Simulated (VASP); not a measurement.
Calculation: PBE GGA, VASP's PBE PAW potentials (set 64) (plane waves; VASP 6.6.1).

VASP ran on this input.

### POSCAR
```
FeAl
2.96820
  1.0000000000   0.0000000000   0.0000000000
  0.0000000000   1.0000000000   0.0000000000
  0.0000000000   0.0000000000   1.0000000000
Al Fe
1 1
Cartesian
  0.5000000000   0.5000000000   0.5000000000
  0.0000000000   0.0000000000   0.0000000000
```

**INCAR**
```
SYSTEM = FeAl
PREC = Single
ENCUT = 400
EDIFF = 1E-6
NELM = 100
ALGO = Normal
LREAL = .FALSE.
LASPH = .TRUE.
ISMEAR = 1
SIGMA = 0.1
GGA = PE
LMAXMIX = 4
LWAVE = .FALSE.
LCHARG = .FALSE.
ISIF = 2
```

**KPOINTS**
```
Automatic mesh
0
Gamma
11 11 11
0 0 0
```

POTCAR, in this order: Al Fe (PBE.64 set). Program: vasp_std.

The resulting files:

OUTCAR:
```
 ion  position               nearest neighbor table
   1  0.500  0.500  0.500-   2 2.57   2 2.57   2 2.57   2 2.57   2 2.57   2 2.57   2 2.57   2 2.57
  LATTYP: Found a simple cubic cell.
 ALAT       =     2.9682000000
 Subroutine PRICEL returns:
 Original cell was already a primitive cell.
 Subroutine GETGRP returns: Found 48 space group operations
The static configuration has the point symmetry O_h .
The dynamic configuration has the point symmetry O_h .
 Subroutine INISYM returns: Found 48 space group operations
 Subroutine IBZKPT returns following result:
 Found     56 irreducible k-points:

 Following reciprocal coordinates:
            Coordinates               Weight
  0.000000  0.000000  0.000000      1.000000
  0.090909  0.000000  0.000000      6.000000
  0.181818  0.000000  0.000000      6.000000
  0.272727  0.000000  0.000000      6.000000
  0.363636  0.000000  0.000000      6.000000
  0.454545  0.000000  0.000000      6.000000
  0.090909  0.090909  0.000000     12.000000
  0.181818  0.090909  0.000000     24.000000
  0.272727  0.090909  0.000000     24.000000
  0.363636  0.090909  0.000000     24.000000
...
```

OSZICAR:
```
       N       E                     dE             d eps       ncg     rms          rms(c)
DAV:   1     0.273080836700E+02    0.27308E+02   -0.41842E+03  1008   0.968E+02
DAV:   2    -0.133313945671E+02   -0.40639E+02   -0.39209E+02  1011   0.171E+02
DAV:   3    -0.144055010809E+02   -0.10741E+01   -0.10560E+01  1196   0.358E+01
DAV:   4    -0.144272761667E+02   -0.21775E-01   -0.21758E-01  1305   0.477E+00
DAV:   5    -0.144276220533E+02   -0.34589E-03   -0.34588E-03  1235   0.489E-01    0.132E+01
DAV:   6    -0.174399483277E+02   -0.30123E+01   -0.86596E+01  1147   0.138E+02    0.213E+01
DAV:   7    -0.125103577036E+02    0.49296E+01   -0.44773E+01  1129   0.869E+01    0.250E+00
DAV:   8    -0.124930794157E+02    0.17278E-01   -0.22478E-01  1047   0.517E+00    0.155E+00
DAV:   9    -0.124799519599E+02    0.13127E-01   -0.47718E-02  1199   0.341E+00    0.414E-01
DAV:  10    -0.124794900741E+02    0.46189E-03   -0.10393E-03  1240   0.361E-01    0.139E-01
DAV:  11    -0.124794830489E+02    0.70252E-05   -0.26847E-05  1334   0.593E-02    0.232E-02
DAV:  12    -0.124794818214E+02    0.12275E-05   -0.41431E-06  1095   0.224E-02    0.455E-03
DAV:  13    -0.124794815365E+02    0.28492E-06   -0.40363E-07   535   0.660E-03
   1 F= -.12479482E+02 E0= -.12479452E+02  d E =-.884595E-04
```

File OUTCAR:
```
------------------------ aborting loop because EDIFF is reached ----------------------------------------
  FORCE on cell =-STRESS in cart. coord.  units (eV):
  Direction    XX          YY          ZZ          XY          YZ          ZX
  --------------------------------------------------------------------------------------
  Total       -2.4587343     -2.4587343     -2.4587343      0.0000000      0.0000000     -0.0000000
  in kB     -150.6408327   -150.6408327   -150.6408327      0.0000000      0.0000000     -0.0000000
  external PRESSURE =    -150.6408327 kB  Pullay stress =       0.0000000 kB
  volume of cell :       26.15
      direct lattice vectors                 reciprocal lattice vectors
     2.968200000  0.000000000  0.000000000     0.336904521  0.000000000  0.000000000
     0.000000000  2.968200000  0.000000000     0.000000000  0.336904521  0.000000000
     0.000000000  0.000000000  2.968200000     0.000000000  0.000000000  0.336904521
 POSITION                                       TOTAL-FORCE (eV/Angst)
 -----------------------------------------------------------------------------------
      1.48410      1.48410      1.48410         0.000000      0.000000      0.000000
      0.00000      0.00000      0.00000         0.000000      0.000000      0.000000
 -----------------------------------------------------------------------------------
    total drift:                               -0.000000     -0.000000     -0.000000
  FREE ENERGIE OF THE ION-ELECTRON SYSTEM (eV)
  ---------------------------------------------------
  free  energy   TOTEN  =       -12.4794815365 eV

  energy  without entropy=      -12.4793930769  energy(sigma->0) =      -12.47945205
```
(Selected blocks of OUTCAR.)

The compound is FeAl in the CsCl type structure. The cell was not relaxed at this level. The run is one of a series of settings (PREC = Single against the base run), some of them coarse on purpose. The run is not spin-polarised, so no magnetic state was tried. The electron count is odd and the run is not spin-polarised, which forces a metal.
